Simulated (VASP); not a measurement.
```
CELL_PARAMETERS angstrom
      1.45810    -2.52551     0.00000
      1.45810     2.52551     0.00000
      0.00000     0.00000     2.84394
ATOMIC_POSITIONS crystal
  W  0.00000 0.00000 0.00000
  C  0.33333 0.66667 0.50000
```

Computed with rev-vdW-DF2, VASP's PBE PAW potentials (set 64) (plane waves; VASP). Settings: 520 eV cut-off, Gaussian smearing of 0.050 eV, potentials W_sv C.

Unless said otherwise, spin-orbit coupling is left out, though it shifts the bands of the heavy elements here.

Q: Estimate the band gap (along the path) with the smallest direct gap where there is one.

A: 
- band gap (along the path): none (metal, semimetal or under 0.01 eV)

Only differences to runs with the same potentials and settings are physical.

The compound is WC in the wc structure. It was relaxed first.
